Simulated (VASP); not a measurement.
A VASP calculation is set up with these files.

**POSCAR**
```
CuI
1
    0.0000000000     3.0855000000     3.0855000000
    3.0855000000     0.0000000000     3.0855000000
    3.0855000000     3.0855000000     0.0000000000
Cu I
1 1
Direct
  0.0000000000   0.0000000000   0.0000000000
  0.2500000000   0.2500000000   0.2500000000
```

KPOINTS:
```
Automatic mesh
0
Gamma
6 6 6
0 0 0
```

### INCAR
```
SYSTEM = CuI
PREC = Accurate
ENCUT = 400
EDIFF = 1E-6
NELM = 100
ALGO = Normal
LREAL = .FALSE.
LASPH = .TRUE.
ISMEAR = 0
SIGMA = 0.05
GGA = PE
LMAXMIX = 4
LWAVE = .FALSE.
LCHARG = .FALSE.
ISIF = 2
IBRION = 0
NSW = 3
TEBEG = 300
```

POTCAR, in this order: Cu I (PBE.64 set). Program: vasp_std.

The run wrote:

Task: From input and log, find the fault in this run and mend it.

Result: The cause: molecular dynamics (IBRION = 0) was asked for without POTIM. VASP stops with an error: Fatal error! IBRION=0, but no entry for POTIM on file INCAR. MUST be specified! ----> I REFUSE TO CONTINUE WITH THIS SICK JOB ... BYE!!! <---- To mend it, set POTIM to the time step in fs (1 to 2 fs suits most solids). The plain static run on this cell (PBE GGA, plane waves, VASP's PBE PAW potentials (set 64)) converges, and its OSZICAR ends with
```
   1 F= -.55485544E+01 E0= -.55485544E+01  d E =-.104337E-14
```

The compound is CuI in the zinc blende structure. The cell was not relaxed at this level.
